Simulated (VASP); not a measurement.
These are PBE GGA, VASP's PBE PAW potentials (set 64) (plane waves; VASP) values and carry that method's errors.

Input for VASP

INCAR:
```
# general
SYSTEM  = Al3Sc
PREC    = Accurate
ENCUT   = 520
LREAL   = F
LASPH   = T

# electronic loop
EDIFF   = 1E-7
NELM    = 100
ALGO    = Normal
LMAXMIX = 4

# smearing
ISMEAR  = 1
SIGMA   = 0.1

# functional
GGA     = PE

# ions
ISIF    = 2

# output
LWAVE   = F
LCHARG  = F
```

**POSCAR**
```
Al3Sc
1
    4.1875802583     0.0000000000     0.0000000000
    0.0000000000     4.1875802583     0.0000000000
    0.0000000000     0.0000000000     4.1875802583
Sc Al
1 3
Direct
  0.0000000000   0.0000000000   0.0000000000
  0.0000000000   0.5000000000   0.5000000000
  0.5000000000   0.0000000000   0.5000000000
  0.5000000000   0.5000000000   0.0000000000
```

**KPOINTS**
```
K-points
0
Gamma
8 8 8
```

POTCAR, in this order: Sc_sv Al (PBE.64 set). Program: vasp_std.

Question: Predict the energy per atom (σ→0), pressure, band gap (on the k-mesh).

Answer: 
```yaml
energy per atom (σ→0): -464.0 kJ/mol-atom
band gap (on the k-mesh): none (metal, semimetal or under 0.01 eV)
pressure: -4.44 GPa
```

### OSZICAR
```
...
DAV:   8    -0.192379229185E+02    0.26135E-01   -0.49210E-02  1514   0.204E+00    0.263E-01
DAV:   9    -0.192377193971E+02    0.20352E-03   -0.43208E-03  1322   0.806E-01    0.118E-01
DAV:  10    -0.192375948469E+02    0.12455E-03   -0.47375E-04  1640   0.257E-01    0.579E-02
DAV:  11    -0.192376029282E+02   -0.80813E-05   -0.50570E-05  1608   0.593E-02    0.428E-02
DAV:  12    -0.192375867342E+02    0.16194E-04   -0.11182E-04  1590   0.129E-01    0.401E-03
DAV:  13    -0.192375865093E+02    0.22495E-06   -0.34868E-06  1602   0.209E-02    0.131E-03
DAV:  14    -0.192375865694E+02   -0.60086E-07   -0.70791E-08   850   0.278E-03
   1 F= -.19237587E+02 E0= -.19236892E+02  d E =-.208431E-02
```

The compound is Al3Sc in the L1_2 structure. This cell is one point of a volume scan, at 1.06 of the reference volume.
